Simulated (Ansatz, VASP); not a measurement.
One calculation of Ga4AsN3, two programs

File INCAR:

```
PREC = Accurate ; ENCUT = 520
EDIFF = 1E-7 ; ISMEAR = -1
SIGMA = 0.02 ; LREAL = F
LASPH = T ; NELM = 100
ALGO = Normal ; ISIF = 2
LWAVE = F ; LCHARG = F
GGA = PE ; NBANDS = 46
```

Contents of KPOINTS:

```
Automatic mesh
0
Gamma
  4 4 4
```

POSCAR

```
Ga4AsN3
1.0
    4.9542648584      0.0000000000      0.0000000000
    0.0000000000      4.9542648584      0.0000000000
    0.0000000000      0.0000000000      4.9542648584
N Ga As
3 4 1
Direct
    0.5000000000      0.0000000000      0.0000000000
    0.0000000000      0.5000000000      0.0000000000
    0.0000000000      0.0000000000      0.5000000000
    0.2270107162      0.7729892838      0.7729892838
    0.7729892838      0.2270107162      0.7729892838
    0.7729892838      0.7729892838      0.2270107162
    0.2270107162      0.2270107162      0.2270107162
    0.5000000000      0.5000000000      0.5000000000
```

Input for Ansatz:

```yaml
crystal:
  lattice:
    - [4.9542648584, 0.0, 0.0]
    - [0.0, 4.9542648584, 0.0]
    - [0.0, 0.0, 4.9542648584]
  atoms:
    - { symbol: "N", position: [0.5, 0.0, 0.0] }
    - { symbol: Ga, position: [0.2270107162, 0.7729892838, 0.7729892838] }
    - { symbol: "N", position: [0.0, 0.5, 0.0] }
    - { symbol: Ga, position: [0.7729892838, 0.2270107162, 0.7729892838] }
    - { symbol: "N", position: [0.0, 0.0, 0.5] }
    - { symbol: Ga, position: [0.7729892838, 0.7729892838, 0.2270107162] }
    - { symbol: As, position: [0.5, 0.5, 0.5] }
    - { symbol: Ga, position: [0.2270107162, 0.2270107162, 0.2270107162] }
kpoints:
  mp_grid: { grid: [4, 4, 4] }
hamiltonian:
  xc: pbe
scf:
  occupations: { method: fermi_dirac, width: 0.02 }
  n_extra_bands: 6
output:
  forces: true
  stress: true
  eigenvalues: true
```

Alike in both runs: task single point; functional PBE; k mesh 4 × 4 × 4; occupations fermi-dirac, width 0.02 eV; no spin polarisation.

|  | VASP | Ansatz |
| --- | --- | --- |
| version | VASP 6.6.1 | Ansatz 0.2.0 |
| potentials or method | VASP PAW PBE potentials, release 64 (N, Ga_d, As) | plane waves, PAW |
| plane-wave cutoff (eV) | 520 | 420 |
| valence electrons in the cell | 72 | 82 |

Ansatz gave:

| Item | Value |
| --- | --- |
| pressure (GPa) | -6.4 |
| rms of the force components (eV/Å) | 0.038 |

Question: Which values does VASP return?

Answer: Pressure (GPa): -6.1; rms of the force components (eV/Å): 0.042.

The two sets of potentials don't hold the same shells in valence.
